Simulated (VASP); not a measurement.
Consider the following.

```
CELL_PARAMETERS angstrom
     -1.39974     1.39974     1.39974
      1.39974    -1.39974     1.39974
      1.39974     1.39974    -1.39974
ATOMIC_POSITIONS crystal
  Fe 0.00000 0.00000 0.00000
```
Starting moments (μB, in the order of the record's atoms Fe): 2.1.

All values below come from PW91 GGA, VASP's PBE PAW potentials (set 64) (plane waves; VASP 6.6.1). Numerical set-up: 520 eV cut-off, 18×18×18 Γ-centred mesh, first-order Methfessel-Paxton smearing of 0.10 eV, potentials Fe.

Q: Give the stress tensor in GPa (positive for a compressed cell).

A: 
```
6.53  0.00  0.00
0.00  6.53  0.00
0.00  0.00  6.53
```
The pressure is its mean diagonal, 6.53 GPa.

The compound is Fe in the bcc structure. This cell is one point of a volume scan, at 0.97 of the reference volume.
